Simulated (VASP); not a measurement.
Consider the following.

```
CELL_PARAMETERS angstrom
      2.87230     0.00000     0.00000
     -1.43615     2.48748     0.00000
      0.00000     0.00000     7.67857
ATOMIC_POSITIONS crystal
  Ru 0.00000 0.00000 0.00000
  Ru 0.00000 0.00000 0.50000
  Al 0.33333 0.66667 0.25000
  Al 0.66667 0.33333 0.75000
```

Method: PBEsol GGA, VASP's PBE PAW potentials (set 64) (plane waves; VASP). Numerical set-up: 400 eV cut-off, 14×14×5 Γ-centred mesh, tetrahedra with Blöchl corrections, potentials Ru_pv Al.

The cores are frozen, which limits the accuracy of field gradients.

Problem. Give the principal components of the electric field gradient (V/Å²) and the asymmetry η at each nucleus.

Solution. 
```
atom   Vxx   Vyy    Vzz     η
----  ----  ----  -----  ----
Ru1   -1.4  -1.4    2.7  0.00
Ru2   -1.4  -1.4    2.7  0.00
Al3   15.8  15.8  -31.7  0.00
Al4   15.8  15.8  -31.7  0.00
```

The structure was generated: RuAl was put into the NiAs type type (P6_3/mmc), which need not be its known phase. It was relaxed first, which changed the volume by -41 %.
